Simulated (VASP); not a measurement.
Consider the following.

```xyz
10
Lattice="4.1113 0.0000 0.0000 -2.0557 3.5605 0.0000 0.0000 0.0000 31.6727" Properties=species:S:1:pos:R:3 pbc="T T T"
Bi     0.0000     2.3737     9.2952
Bi     0.0000     0.0000    18.5998
Bi     0.0000     0.0000    13.0729
Bi     2.0557     1.1868    22.3775
Se     0.0000     0.0000     7.7972
Se     2.0557     1.1868    11.1841
Se     0.0000     2.3737    14.5709
Se     2.0557     1.1868    17.1018
Se     0.0000     2.3737    20.4887
Se     0.0000     0.0000    23.8756
```

Computed with LDA (Ceperley-Alder, Perdew-Zunger), VASP's LDA PAW potentials (set 64) (plane waves; VASP). Numerical set-up: PREC = Normal, EDIFF = 1E-5, 400 eV cut-off, 12×12×1 Γ-centred mesh, Gaussian smearing of 0.050 eV, potentials Bi_d Se.

Q: The ions and cell shape at fixed volume are relaxed. Give the cell that the relaxation ends in.

A: 
```xyz
10
Lattice="4.0843 0.0000 0.0000 -2.0421 3.5371 0.0000 0.0000 0.0000 32.0935" Properties=species:S:1:pos:R:3 pbc="T T T"
Bi     0.0000     2.3581     9.4233
Bi     0.0000     0.0000    18.8583
Bi     2.0421     3.5371    13.2352
Bi     2.0421     1.1790    22.6702
Se     0.0000     0.0000     7.8724
Se     2.0421     1.1790    11.3292
Se     0.0000     2.3581    14.8129
Se     2.0421     1.1790    17.2806
Se     0.0000     2.3581    20.7643
Se    -2.0421     3.5371    24.2210
```

Q: How much energy does the relaxation gain?

A: The energy (σ→0) changes by -4.6 meV/atom, in 5 ionic steps.

The cell is a sheet with vacuum, built from Bi2Se3 (tetradymite).
